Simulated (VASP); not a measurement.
Consider the following.

```
FeNi3
1.0
    3.36967     0.00000     0.00000
    0.00000     3.51007     0.00000
    0.00000     0.00000     3.36967
Fe Ni
1 3
Direct
  0.00000   0.00000   0.00000
  0.00000   0.50000   0.50000
  0.50000   0.00000   0.50000
  0.50000   0.50000   0.00000
```
Starting moments (μB, in the order of the record's atoms Fe Ni Ni Ni): 3.2 0.7 0.7 0.7.

These are r2SCAN meta-GGA, VASP's PBE PAW potentials (set 64) (plane waves; VASP) values and carry that method's errors. Run with 480 eV cut-off, 8×8×8 Γ-centred mesh, first-order Methfessel-Paxton smearing of 0.10 eV, potentials Fe Ni.

### Question
Give the stress tensor in GPa (positive for a compressed cell).

### Answer

```
24.66   0.00   0.00
 0.00  17.19   0.00
 0.00   0.00  24.66
```
The pressure is its mean diagonal, 22.17 GPa.

The compound is Ni3Fe in the L1_2 structure. This cell was strained or had an atom moved on purpose.
